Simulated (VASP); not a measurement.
Set up this calculation in VASP 6.6.1, as the native input.

```
Task                   : band structure
Functional             : PBE
Potentials or basis    : VASP PAW PBE potentials, release 64 (Ag, B)
Cutoff                 : 520 eV
k mesh                 : 6 × 6 × 3
Occupations            : fermi-dirac, width 0.05 eV
Spin                   : no spin polarisation
Further INCAR settings : ALGO = Normal; EDIFF = 1e-06; MAXMIX = 10
```

AgB4:

```
Ag B
1.0
     3.03213    0.00000    0.00000
    -1.51607    2.62591    0.00000
     0.00000    0.00000    5.69874
Ag B
1 4
Direct
  0.00000 0.00000 0.00000
  0.33333 0.66667 0.66495
  0.66667 0.33333 0.66495
  0.33333 0.66667 0.33505
  0.66667 0.33333 0.33505
```

The cell was built by a generator and needn't be a form met in nature.

The input as run:

POSCAR

```
AgB4
1.0
    3.0321300000      0.0000000000      0.0000000000
   -1.5160700000      2.6259100000      0.0000000000
    0.0000000000      0.0000000000      5.6987400000
Ag B
1 4
Direct
    0.0000000000      0.0000000000      0.0000000000
    0.3333300000      0.6666700000      0.6649500000
    0.6666700000      0.3333300000      0.6649500000
    0.3333300000      0.6666700000      0.3350500000
    0.6666700000      0.3333300000      0.3350500000
```

INCAR.step1

```
SYSTEM = AgB4
PREC     = Accurate       ! precision mode
ENCUT    = 520            ! plane-wave cutoff, eV
EDIFF    = 1E-6           ! SCF threshold, eV
ISMEAR   = -1             ! smearing method
SIGMA    = 0.05           ! smearing width, eV
LREAL    = .FALSE.        ! projectors in reciprocal space
LASPH    = .TRUE.         ! aspherical terms in the spheres
NELM     = 100            ! most SCF steps
ALGO     = Normal         ! electronic algorithm
ISIF     = 2              ! what is computed and relaxed
LWAVE    = .FALSE.        ! write WAVECAR
LCHARG   = .TRUE.         ! write CHGCAR
LMAXMIX  = 4              ! l up to which the mixer works
GGA      = PE             ! functional
MAXMIX   = 10
```

KPOINTS.step1

```
regular mesh
0
G
  6 6 3
  0 0 0
```

INCAR.step2

```
SYSTEM = AgB4
PREC     = Accurate       ! precision mode
ENCUT    = 520            ! plane-wave cutoff, eV
EDIFF    = 1E-6           ! SCF threshold, eV
ISMEAR   = 0              ! smearing method
SIGMA    = 0.05           ! smearing width, eV
LREAL    = .FALSE.        ! projectors in reciprocal space
LASPH    = .TRUE.         ! aspherical terms in the spheres
NELM     = 100            ! most SCF steps
ALGO     = Normal         ! electronic algorithm
ISIF     = 2              ! what is computed and relaxed
LWAVE    = .FALSE.        ! write WAVECAR
LCHARG   = .FALSE.        ! write CHGCAR
LMAXMIX  = 4              ! l up to which the mixer works
GGA      = PE             ! functional
MAXMIX   = 10           
ICHARG   = 11             ! starting density
```

KPOINTS.step2

```
path GMKGALHA,LM,KH
15
line-mode
reciprocal
 0.0000000000  0.0000000000  0.0000000000  G
 0.5000000000  0.0000000000  0.0000000000  M

 0.5000000000  0.0000000000  0.0000000000  M
 0.3333333333  0.3333333333  0.0000000000  K

 0.3333333333  0.3333333333  0.0000000000  K
 0.0000000000  0.0000000000  0.0000000000  G

 0.0000000000  0.0000000000  0.0000000000  G
 0.0000000000  0.0000000000  0.5000000000  A

 0.0000000000  0.0000000000  0.5000000000  A
 0.5000000000  0.0000000000  0.5000000000  L

 0.5000000000  0.0000000000  0.5000000000  L
 0.3333333333  0.3333333333  0.5000000000  H

 0.3333333333  0.3333333333  0.5000000000  H
 0.0000000000  0.0000000000  0.5000000000  A

 0.5000000000  0.0000000000  0.5000000000  L
 0.5000000000  0.0000000000  0.0000000000  M

 0.3333333333  0.3333333333  0.0000000000  K
 0.3333333333  0.3333333333  0.5000000000  H
```

Potentials or basis: VASP PAW PBE potentials, release 64 (Ag, B).

Command:

```bash
$ cat potpaw_PBE.64/Ag/POTCAR potpaw_PBE.64/B/POTCAR > POTCAR
$ cp INCAR.step1 INCAR
$ cp KPOINTS.step1 KPOINTS
$ mpirun -np 1 vasp_std > vasp.out
$ cp INCAR.step2 INCAR
$ cp KPOINTS.step2 KPOINTS
$ mpirun -np 1 vasp_std > vasp.out
```

Results of the run:

The band gap along the path is none (metal or under the smearing width).

Caveat: the k mesh is coarse (spacing up to 0.40 Å⁻¹), so the values aren't converged; the log is that of the step along the path at fixed density, whose energy, stress, charges and moments have no meaning.

Run time: 30 s on 1 thread of Intel(R) Xeon(R) 6975P-C (Granite Rapids) (shared host), peak memory 0.22 GiB.
